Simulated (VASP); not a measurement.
These are PBE GGA, VASP's PBE PAW potentials (set 64) (plane waves; VASP 6.6.1) values and carry that method's errors.

VASP input:

KPOINTS:
```
Automatic
0
Monkhorst Pack
2 2 2
```

### INCAR
```
SIGMA = 0.1
EDIFF = 1E-5   ! SCF stop (eV)
NELM = 100   ! most electronic steps
EDIFFG = -0.03   ! ionic stop
LMAXMIX = 6
ISMEAR = 1   ! Methfessel-Paxton
ISIF = 2   ! forces and stress, cell fixed
LASPH = T   ! aspherical one-centre terms
GGA = PE   ! PBE
NSW = 60   ! most ionic steps
LREAL = Auto   ! projection in real space or not
ALGO = Fast   ! Davidson, then RMM-DIIS
PREC = Normal
IBRION = 2
ISYM = 0
LWAVE = F
NELMIN = 4
LCHARG = F
ENCUT = 400   ! plane-wave cut-off (eV)
SYSTEM = AgAu30
```

### POSCAR
```
AgAu30
1.0
  8.3105992640   0.0000000000   0.0000000000
  0.0000000000   8.3105992640   0.0000000000
  0.0000000000   0.0000000000   8.3105992640
Au Ag
30 1
Cartesian
  4.1253814746   0.0001163484  -0.0002576286
  6.2105773148   2.0557763187  -0.0171946299
  6.2279713990  -0.0153912298   2.0522360035
 -0.0094408408  -0.0203609682   0.0231367084
  2.1052077632   2.0494602633   0.0121667173
  4.1597458026   4.1796247560   0.0101971053
  6.2358747789   6.2453156197  -0.0069393504
  2.0895339729   0.0198540216   2.0755555450
  6.2127630024   4.1565877749   2.1048753392
  4.1644412912   0.0220480198   4.1840709267
  6.2137353425   2.0619510940   4.1781205376
  6.2577732080   0.0157818280   6.2235917132
 -0.0022272406   4.1620561492  -0.0002243862
  2.0763034989   6.2290102239   0.0226380724
 -0.0191060677   2.0891184430   2.0900907831
  2.1036287493   4.1271599429   2.0866418844
  4.1637348903   6.2306058590   2.0503411868
 -0.0281978633  -0.0201947562   4.1733003900
  2.0570312192   2.0555768644   4.1463158742
  6.2320020397   6.2450330593   4.1736992988
  2.0633971383   0.0250232144   6.2037958658
  4.1476705019   2.0592917022   6.2233423953
  6.2295337917   4.1551832836   6.2277137705
 -0.0174605691   6.2156301591   2.0612945566
  0.0139950492   4.1501636817   4.1604272717
  2.0773007708   6.2286778000   4.1696437263
  0.0034322775   2.0655911365   6.2617207427
  2.0608374737   4.1332266804   6.2399719044
  4.1548093066   6.2135857517   6.2090730963
  0.0024183844   6.2200763297   6.2086908087
  4.1822176630   4.1738572002   4.1848355018
```

POTCAR, in this order: Au Ag (PBE.64 set). Program: vasp_std.

The run wrote:

File OUTCAR:
```
 ion  position               nearest neighbor table
   1  0.496  0.000  1.000-   5 2.88   8 2.91  14 2.92  17 2.92   2 2.93  22 2.93   3 2.94  21 2.95
                             7 2.95  29 2.97  12 2.98
   2  0.747  0.247  0.998-  12 2.91  22 2.92  27 2.92   3 2.93   1 2.93  23 2.95   4 2.95   6 2.95
                            15 2.96  13 2.97   9 2.99
   3  0.749  0.998  0.247-   4 2.90   7 2.91  17 2.92   2 2.93  24 2.93   1 2.94  15 2.95  20 2.95
                            18 2.95  10 2.97  11 2.97
   4  0.999  0.998  0.003-   3 2.90   7 2.91  24 2.91  14 2.93   8 2.94  12 2.94  27 2.94   2 2.95
                            15 2.95   5 2.96  30 2.97  21 2.97
   5  0.253  0.247  0.001-   1 2.88   8 2.89  22 2.93  21 2.93  16 2.94  27 2.94  28 2.95   4 2.96
                             6 2.96  15 2.97  13 2.98
   6  0.501  0.503  0.001-  17 2.89  14 2.92  16 2.92   7 2.93  29 2.93   9 2.93  23 2.94   2 2.95
                            28 2.96   5 2.96  22 2.98
   7  0.750  0.751  0.999-   3 2.91   4 2.91  24 2.92  17 2.92   6 2.93  13 2.94  12 2.94  23 2.95
                            30 2.95  29 2.95   1 2.95   9 2.97
   8  0.251  0.002  0.250-   5 2.89  19 2.90   1 2.91   4 2.94  14 2.94  17 2.95  15 2.95  10 2.96
                            26 2.97  18 2.98  24 2.99
   9  0.748  0.500  0.253-  31 2.91  17 2.92  24 2.93  15 2.93   6 2.93  20 2.94  25 2.95  11 2.95
                            13 2.97   7 2.97   2 2.99
  10  0.501  0.003  0.503-  22 2.88  11 2.89  21 2.91  12 2.92  19 2.93  29 2.93  20 2.94   8 2.96
                            26 2.96   3 2.97  17 3.00
  11  0.748  0.248  0.503-  10 2.89  12 2.89  22 2.91  23 2.93  31 2.93  18 2.94  15 2.95   9 2.95
                            27 2.96  25 2.97   3 2.97
  12  0.753  0.002  0.749-  18 2.88  11 2.89  27 2.90   2 2.91  20 2.92  10 2.92  22 2.94   4 2.94
                             7 2.94  30 2.94  29 2.98   1 2.98
  13  1.000  0.501  1.000-  24 2.91  28 2.92  27 2.93  14 2.93   7 2.94  30 2.94  23 2.94  15 2.94
                            16 2.96   9 2.97   2 2.97   5 2.98
  14  0.250  0.750  0.003-  17 2.91   1 2.92  24 2.92   6 2.92  13 2.93   4 2.93   8 2.94  16 2.95
                            28 2.96  30 2.97  29 2.97  21 3.00
  15  0.998  0.251  0.251-  25 2.92  19 2.92   9 2.93  16 2.94  13 2.94  11 2.95   3 2.95   4 2.95
                             8 2.95   2 2.96  18 2.96   5 2.97
  16  0.253  0.497  0.251-  19 2.92   6 2.92   5 2.94  15 2.94  25 2.94  17 2.94  14 2.95  31 2.95
                            26 2.96  13 2.96  24 2.98
  17  0.501  0.750  0.247-   6 2.89  14 2.91   9 2.92   3 2.92   7 2.92   1 2.92  16 2.94   8 2.95
                            20 2.96  31 2.96  26 2.97  10 3.00
  18  0.997  0.998  0.502-  12 2.88  20 2.90  30 2.90  21 2.92  11 2.94  19 2.94  26 2.95  27 2.95
                             3 2.95  24 2.96  15 2.96   8 2.98
  19  0.248  0.247  0.499-  21 2.89   8 2.90  16 2.92  15 2.92  25 2.93  10 2.93  18 2.94  22 2.95
                            27 2.95  28 2.95  31 3.00
  20  0.750  0.751  0.502-  18 2.90  29 2.91  30 2.91  31 2.91  12 2.92  23 2.93  10 2.94   9 2.94
...
```

OSZICAR:
```
...
       N       E                     dE             d eps       ncg     rms          rms(c)
DAV:   1    -0.976930344715E+02   -0.54918E-02   -0.71858E+00  1648   0.505E+00    0.245E-01
RMM:   2    -0.976985556891E+02   -0.55212E-02   -0.56873E-02  1632   0.693E-01    0.127E-01
RMM:   3    -0.976992513882E+02   -0.69570E-03   -0.83645E-03  1642   0.249E-01    0.929E-02
RMM:   4    -0.976991861298E+02    0.65258E-04   -0.14395E-03  1632   0.962E-02    0.483E-02
RMM:   5    -0.976991884479E+02   -0.23181E-05   -0.36257E-04  1632   0.497E-02    0.150E-02
RMM:   6    -0.976991879190E+02    0.52891E-06   -0.70091E-05  1626   0.194E-02
   5 F= -.97699188E+02 E0= -.97695271E+02  d E =-.116442E-01
       N       E                     dE             d eps       ncg     rms          rms(c)
DAV:   1    -0.977006585136E+02   -0.14701E-02   -0.18232E+00  1664   0.254E+00    0.122E-01
RMM:   2    -0.977020627021E+02   -0.14042E-02   -0.14401E-02  1632   0.349E-01    0.641E-02
RMM:   3    -0.977022368247E+02   -0.17412E-03   -0.21149E-03  1643   0.125E-01    0.477E-02
RMM:   4    -0.977022178930E+02    0.18932E-04   -0.36521E-04  1632   0.483E-02    0.245E-02
RMM:   5    -0.977022184349E+02   -0.54184E-06   -0.93029E-05  1632   0.251E-02
   6 F= -.97702218E+02 E0= -.97698216E+02  d E =-.146747E-01
       N       E                     dE             d eps       ncg     rms          rms(c)
DAV:   1    -0.976963664372E+02    0.58515E-02   -0.72856E+00  1640   0.509E+00    0.246E-01
RMM:   2    -0.977019787624E+02   -0.56123E-02   -0.57819E-02  1632   0.699E-01    0.129E-01
RMM:   3    -0.977026866901E+02   -0.70793E-03   -0.85004E-03  1640   0.251E-01    0.943E-02
RMM:   4    -0.977026173133E+02    0.69377E-04   -0.14698E-03  1632   0.973E-02    0.479E-02
RMM:   5    -0.977026223680E+02   -0.50547E-05   -0.36711E-04  1632   0.501E-02    0.143E-02
RMM:   6    -0.977026217637E+02    0.60428E-06   -0.73796E-05  1630   0.196E-02
   7 F= -.97702622E+02 E0= -.97698458E+02  d E =-.150780E-01
       N       E                     dE             d eps       ncg     rms          rms(c)
DAV:   1    -0.977010638725E+02    0.15585E-02   -0.25833E+00  1640   0.303E+00    0.150E-01
RMM:   2    -0.977030524558E+02   -0.19886E-02   -0.20547E-02  1632   0.416E-01    0.756E-02
RMM:   3    -0.977033091457E+02   -0.25669E-03   -0.30398E-03  1641   0.150E-01    0.539E-02
RMM:   4    -0.977032902428E+02    0.18903E-04   -0.52324E-04  1632   0.582E-02    0.285E-02
RMM:   5    -0.977032920940E+02   -0.18512E-05   -0.12996E-04  1632   0.299E-02    0.901E-03
RMM:   6    -0.977032923591E+02   -0.26511E-06   -0.26064E-05   956   0.118E-02
   8 F= -.97703292E+02 E0= -.97699226E+02  d E =-.157486E-01
       N       E                     dE             d eps       ncg     rms          rms(c)
DAV:   1    -0.977022271311E+02    0.10650E-02   -0.10903E+00  1656   0.197E+00    0.968E-02
RMM:   2    -0.977030648887E+02   -0.83776E-03   -0.86573E-03  1632   0.270E-01    0.492E-02
RMM:   3    -0.977031714406E+02   -0.10655E-03   -0.12773E-03  1639   0.974E-02    0.352E-02
RMM:   4    -0.977031625558E+02    0.88848E-05   -0.22085E-04  1632   0.378E-02    0.184E-02
RMM:   5    -0.977031628173E+02   -0.26155E-06   -0.54649E-05  1598   0.194E-02
   9 F= -.97703163E+02 E0= -.97699030E+02  d E =-.156191E-01
       N       E                     dE             d eps       ncg     rms          rms(c)
DAV:   1    -0.977030205491E+02    0.14201E-03   -0.41481E-01  1664   0.122E+00    0.595E-02
RMM:   2    -0.977033384343E+02   -0.31789E-03   -0.32681E-03  1632   0.166E-01    0.298E-02
RMM:   3    -0.977033788842E+02   -0.40450E-04   -0.48081E-04  1634   0.597E-02    0.212E-02
RMM:   4    -0.977033761457E+02    0.27384E-05   -0.82536E-05  1622   0.231E-02
  10 F= -.97703376E+02 E0= -.97699285E+02  d E =-.158324E-01
       N       E                     dE             d eps       ncg     rms          rms(c)
DAV:   1    -0.977032370185E+02    0.14187E-03   -0.10233E-01  1664   0.604E-01    0.282E-02
RMM:   2    -0.977033151494E+02   -0.78131E-04   -0.79588E-04  1632   0.828E-02    0.137E-02
RMM:   3    -0.977033247781E+02   -0.96286E-05   -0.11938E-04  1619   0.300E-02    0.979E-03
RMM:   4    -0.977033241410E+02    0.63706E-06   -0.21586E-05   851   0.116E-02
  11 F= -.97703324E+02 E0= -.97699214E+02  d E =-.157804E-01
       N       E                     dE             d eps       ncg     rms          rms(c)
DAV:   1    -0.977033407133E+02   -0.15935E-04   -0.26211E-02  1664   0.305E-01    0.142E-02
RMM:   2    -0.977033611636E+02   -0.20450E-04   -0.20911E-04  1632   0.421E-02    0.672E-03
RMM:   3    -0.977033640170E+02   -0.28535E-05   -0.32408E-05   886   0.154E-02    0.492E-03
RMM:   4    -0.977033639235E+02    0.93580E-07   -0.54839E-06   831   0.575E-03
  12 F= -.97703364E+02 E0= -.97699264E+02  d E =-.158202E-01
       N       E                     dE             d eps       ncg     rms          rms(c)
DAV:   1    -0.977041045877E+02   -0.74057E-03   -0.19510E+00  1632   0.265E+00    0.992E-02
RMM:   2    -0.977055128456E+02   -0.14083E-02   -0.14293E-02  1632   0.353E-01    0.523E-02
RMM:   3    -0.977056944208E+02   -0.18158E-03   -0.21620E-03  1648   0.127E-01    0.420E-02
RMM:   4    -0.977056795563E+02    0.14864E-04   -0.35490E-04  1632   0.480E-02    0.289E-02
RMM:   5    -0.977056690970E+02    0.10459E-04   -0.12660E-04  1632   0.278E-02    0.863E-03
RMM:   6    -0.977056693097E+02   -0.21271E-06   -0.17309E-05   917   0.105E-02
  13 F= -.97705669E+02 E0= -.97701492E+02  d E =-.230539E-02
       N       E                     dE             d eps       ncg     rms          rms(c)
DAV:   1    -0.977058261469E+02   -0.15705E-03   -0.86420E-01  1640   0.176E+00    0.656E-02
RMM:   2    -0.977064510901E+02   -0.62494E-03   -0.63432E-03  1632   0.235E-01    0.352E-02
RMM:   3    -0.977065318110E+02   -0.80721E-04   -0.95862E-04  1642   0.843E-02    0.287E-02
RMM:   4    -0.977065251579E+02    0.66532E-05   -0.15693E-04  1621   0.318E-02    0.200E-02
RMM:   5    -0.977065200715E+02    0.50863E-05   -0.58789E-05  1615   0.188E-02
  14 F= -.97706520E+02 E0= -.97702283E+02  d E =-.315615E-02
       N       E                     dE             d eps       ncg     rms          rms(c)
DAV:   1    -0.977065742014E+02   -0.49044E-04   -0.15342E-01  1664   0.742E-01    0.292E-02
RMM:   2    -0.977066863178E+02   -0.11212E-03   -0.11564E-03  1632   0.996E-02    0.149E-02
RMM:   3    -0.977067018324E+02   -0.15515E-04   -0.17754E-04  1623   0.361E-02    0.118E-02
RMM:   4    -0.977067011231E+02    0.70933E-06   -0.30490E-05   923   0.138E-02
  15 F= -.97706701E+02 E0= -.97702446E+02  d E =-.333720E-02
       N       E                     dE             d eps       ncg     rms          rms(c)
DAV:   1    -0.977066339843E+02    0.67848E-04   -0.19810E-01  1656   0.844E-01    0.332E-02
RMM:   2    -0.977067762647E+02   -0.14228E-03   -0.14560E-03  1632   0.112E-01    0.178E-02
RMM:   3    -0.977067945712E+02   -0.18307E-04   -0.21847E-04  1629   0.402E-02    0.139E-02
RMM:   4    -0.977067933247E+02    0.12465E-05   -0.36955E-05  1059   0.152E-02
  16 F= -.97706793E+02 E0= -.97702513E+02  d E =-.342940E-02
       N       E                     dE             d eps       ncg     rms          rms(c)
DAV:   1    -0.977069746137E+02   -0.18004E-03   -0.12094E+00  1632   0.208E+00    0.724E-02
RMM:   2    -0.977078488661E+02   -0.87425E-03   -0.88024E-03  1632   0.278E-01    0.411E-02
RMM:   3    -0.977079618585E+02   -0.11299E-03   -0.13451E-03  1650   0.100E-01    0.336E-02
RMM:   4    -0.977079520791E+02    0.97794E-05   -0.21842E-04  1627   0.376E-02    0.254E-02
RMM:   5    -0.977079421373E+02    0.99418E-05   -0.90841E-05  1632   0.230E-02
  17 F= -.97707942E+02 E0= -.97703716E+02  d E =-.114881E-02
```

### OUTCAR
```
------------------------ aborting loop because EDIFF is reached ----------------------------------------
  FORCE on cell =-STRESS in cart. coord.  units (eV):
  Direction    XX          YY          ZZ          XY          YZ          ZX
  --------------------------------------------------------------------------------------
  Total       -0.4093336     -0.7913257     -0.7733964     -0.0132772     -0.1853916      0.0035188
  in kB       -1.1425914     -2.2088631     -2.1588165     -0.0370612     -0.5174919      0.0098222
  external PRESSURE =      -1.8367570 kB  Pullay stress =       0.0000000 kB
  volume of cell :      573.98
      direct lattice vectors                 reciprocal lattice vectors
     8.310599264  0.000000000  0.000000000     0.120328266  0.000000000  0.000000000
     0.000000000  8.310599264  0.000000000     0.000000000  0.120328266  0.000000000
     0.000000000  0.000000000  8.310599264     0.000000000  0.000000000  0.120328266
 POSITION                                       TOTAL-FORCE (eV/Angst)
 -----------------------------------------------------------------------------------
      4.14968      0.02458      0.02781         0.005280     -0.000558      0.005744
      6.19110      2.07621      0.03754         0.018171     -0.000302     -0.007056
      6.19219      0.03171      2.07904         0.016402     -0.007695      0.000408
      8.30997      0.00686      0.02041        -0.000884      0.002511      0.002385
      2.11164      2.07600      0.04115        -0.012597     -0.004104     -0.010607
      4.15438      4.12558      0.02863        -0.000348      0.006699      0.004729
      6.21835      6.22778      0.00631        -0.002862     -0.001703     -0.001558
      2.10980      0.02898      2.08279        -0.009269     -0.002769     -0.001856
      6.20281      4.12939      2.08232         0.021855      0.006462     -0.005441
      4.15348      0.03142      4.12766         0.000322     -0.004316      0.005485
      6.21132      2.07672      4.13602         0.010560     -0.005196      0.012928
      6.22050      0.00422      6.23484        -0.004180     -0.001234     -0.002261
      8.30831      4.13934      0.01168        -0.002294      0.008294      0.002312
      2.08937      6.22516      0.00959        -0.002987      0.003704     -0.002202
      8.30615      2.07636      2.08209        -0.004382     -0.002768     -0.001865
      2.10606      4.12407      2.08297        -0.019474      0.016297     -0.004967
      4.15448      6.22866      2.08426        -0.002939     -0.002673      0.001601
      8.30399      8.30949      4.14191         0.005057      0.000674      0.010421
      2.09297      2.07599      4.13688        -0.013362     -0.005004      0.003794
      6.21540      6.22886      4.15003        -0.007285     -0.000675     -0.000817
      2.08340      0.00475      6.23055         0.008256     -0.005094     -0.000033
      4.15052      2.07632      6.23337         0.001337      0.003247     -0.001621
      6.21776      4.14384      6.23374        -0.008529     -0.000434      0.001006
      8.30843      6.22866      2.08165        -0.001591     -0.001376     -0.006251
      8.30888      4.13629      4.14279         0.002325      0.004931      0.003851
      2.09234      6.22646      4.14677         0.004822     -0.000462      0.008397
      8.30827      2.07220      6.24492        -0.001306      0.000882     -0.003103
      2.09025      4.14199      6.23747         0.006506      0.004503     -0.005142
      4.15247      6.22557      6.22504        -0.001847     -0.008787     -0.004918
      0.00100      6.22268      6.22878        -0.002686      0.003681      0.001350
      4.15379      4.11388      4.12385        -0.002072     -0.006734     -0.004714
 -----------------------------------------------------------------------------------
    total drift:                                0.008176      0.000524      0.007559
  FREE ENERGIE OF THE ION-ELECTRON SYSTEM (eV)
  ---------------------------------------------------
  free  energy   TOTEN  =       -97.7079421373 eV

  energy  without entropy=      -97.6952630389  energy(sigma->0) =      -97.70371577

 reached required accuracy - stopping structural energy minimisation
```
(Selected blocks of OUTCAR.)

CONTCAR:
```
AgAu30
   1.00000000000000
     8.3105992640000004    0.0000000000000000    0.0000000000000000
     0.0000000000000000    8.3105992640000004    0.0000000000000000
     0.0000000000000000    0.0000000000000000    8.3105992640000004
  Au              Ag
    30     1
Direct
     0.4993232560352083    0.0029580490507690    0.0033466814827540
     0.7449644996417215    0.2498263356790497    0.0045172120026933
     0.7450959498244312    0.0038161889352877    0.2501672483951540
     0.9999248460369745    0.0008250296778549    0.0024559782141687
     0.2540898625603981    0.2498016284999799    0.0049517445641783
     0.4998896393691726    0.4964237605172119    0.0034445872961624
     0.7482433332776115    0.7493782124876617    0.0007594580599569
     0.2538685644828070    0.0034871574766707    0.2506181960737681
     0.7463738610350846    0.4968820634674174    0.2505617878694604
     0.4997811831163150    0.0037812402266994    0.4966741250371960
     0.7473977683908291    0.2498878817719319    0.4976806029811199
     0.7485018176349870    0.0005075239857150    0.7502270718959075
     0.9997243760781547    0.4980799569923112    0.0014048545257299
     0.2514107180676431    0.7490631479529466    0.0011545267256267
     0.9994646751887387    0.2498452128194740    0.2505344489426243
     0.2534185359181717    0.4962422540782158    0.2506400784754433
     0.4999018358531062    0.7494833754281810    0.2507952271573471
     0.9992049944584140    0.9998665266774847    0.4983893797073290
     0.2518432151550241    0.2498002306629696    0.4977832993805726
     0.7478885796977235    0.7495075740868417    0.4993662884702475
     0.2506913414004352    0.0005716012429661    0.7497109165941782
     0.4994246585893842    0.2498398927843220    0.7500511557966898
     0.7481717261677338    0.4986213690667080    0.7500947793946756
     0.9997393568063909    0.7494844349976464    0.2504812061652859
     0.9997929309966607    0.4977127069011749    0.4984945667205301
     0.2517680666567482    0.7492196876007071    0.4989738478823446
     0.9997199161673190    0.2493438503369599    0.7514400722355035
     0.2515158559013397    0.4983986260109408    0.7505441658310918
     0.4996595236270874    0.7491121418204219    0.7490485009423616
     0.0001208601416266    0.7487644114455072    0.7494987226038016
     0.4998182517227387    0.4950159273179811    0.4962162685760839
```

The cell is a supercell with a defect, built from Au (fcc): Ag into a Au vacancy. The run is not spin-polarised, so no state with unpaired spins was tried.
